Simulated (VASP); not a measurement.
Here is the system:

```
CELL_PARAMETERS angstrom
      0.00000     2.77346     2.77346
      2.77346     0.00000     2.77346
      2.77346     2.77346     0.00000
ATOMIC_POSITIONS crystal
  Ga 0.00000 0.00000 0.00000
  As 0.25000 0.25000 0.25000
```

Method: PBEsol GGA, VASP's PBE PAW potentials (set 64) (plane waves; VASP). Run with 500 eV cut-off, 8×8×8 Γ-centred mesh, Gaussian smearing of 0.050 eV, potentials Ga_d As.

Estimate the energy per atom (σ→0), pressure, band gap (on the k-mesh) with the smallest direct gap where there is one.

```yaml
band gap (on the k-mesh): 0.89 eV
smallest direct gap (on the k-mesh): 0.89 eV
energy per atom (σ→0): -4.524 eV/atom
pressure: 49.7 kbar
```

Total energies compare only between runs with the same potentials, cut-off and functional.

The compound is GaAs in the zinc blende structure. It was relaxed first under an external pressure of 5 GPa.
